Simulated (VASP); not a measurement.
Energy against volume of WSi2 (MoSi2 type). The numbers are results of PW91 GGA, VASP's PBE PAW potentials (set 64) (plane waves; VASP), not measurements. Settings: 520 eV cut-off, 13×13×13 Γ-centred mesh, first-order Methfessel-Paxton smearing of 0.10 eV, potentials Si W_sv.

Shape and ions are relaxed at each volume.

| V (Å³/atom) | E (eV/atom) |
|---|---|
| 13.356 | -8.17834 |
| 13.769 | -8.18729 |
| 14.182 | -8.17966 |
| 14.595 | -8.15799 |

### Question
Fit these four points and predict the energy of the run at 12.943 Å³/atom.

### Answer
A cubic in V^(−2/3), the third-order Birch-Murnaghan form, passes through the four points with V0 = 13.77 Å³/atom and B0 = 214 GPa, and gives -8.1498 eV/atom there. The run gave -8.1499 eV/atom, -0.1 meV/atom from the fit; all five points give B0 = 213 GPa.

The compound is WSi2 in the MoSi2 type structure. It was relaxed first.
